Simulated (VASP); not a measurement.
Consider the following.

```yaml
crystal:
  lattice:
    - [3.80969, 0.00000, 0.00000]
    - [0.00000, 3.80969, 0.00000]
    - [0.00000, 0.00000, 4.86714]
  atoms:
    - { symbol: Sn, position: [0.50000, 0.00000, 0.76352] }
    - { symbol: Sn, position: [0.00000, 0.50000, 0.23648] }
    - { symbol: O, position: [0.50000, 0.50000, 0.00000] }
    - { symbol: O, position: [0.00000, 0.00000, 0.00000] }
```

Calculation: r2SCAN meta-GGA, VASP's PBE PAW potentials (set 64) (plane waves; VASP). Settings: 600 eV cut-off, 6×6×4 Γ-centred mesh, Gaussian smearing of 0.050 eV, potentials Sn_d O.

Problem. What does the run give for the energy per atom (σ→0)?

Solution. 
- energy per atom (σ→0): -16728 meV/atom

Total energies compare only between runs with the same potentials, cut-off and functional.

The compound is SnO in the litharge structure. This cell was strained or had an atom moved on purpose. Symmetry was kept, so distortions that lower it aren't found.
